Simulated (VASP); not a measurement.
Data:

```
CELL_PARAMETERS angstrom
      0.00000     2.68282     2.68282
      2.68282     0.00000     2.68282
      2.68282     2.68282     0.00000
ATOMIC_POSITIONS crystal
  Co 0.00000 0.00000 0.00000
  Si 0.25000 0.25000 0.25000
  Si 0.75000 0.75000 0.75000
```

Level of theory: MS2 meta-GGA, VASP's PBE PAW potentials (set 64) (plane waves; VASP). Run with 520 eV cut-off, 10×10×10 Γ-centred mesh, first-order Methfessel-Paxton smearing of 0.10 eV, potentials Co Si.

Give the stress tensor in GPa (positive for a compressed cell).

```
-5.24   0.00   0.00
 0.00  -5.24   0.00
 0.00   0.00  -5.24
```
The pressure is its mean diagonal, -5.24 GPa.

The compound is CoSi2 in the fluorite structure. This cell is one point of a volume scan, at 1.03 of the reference volume. The run is not spin-polarised, so no magnetic state was tried. The electron count is odd and the run is not spin-polarised, which forces a metal.
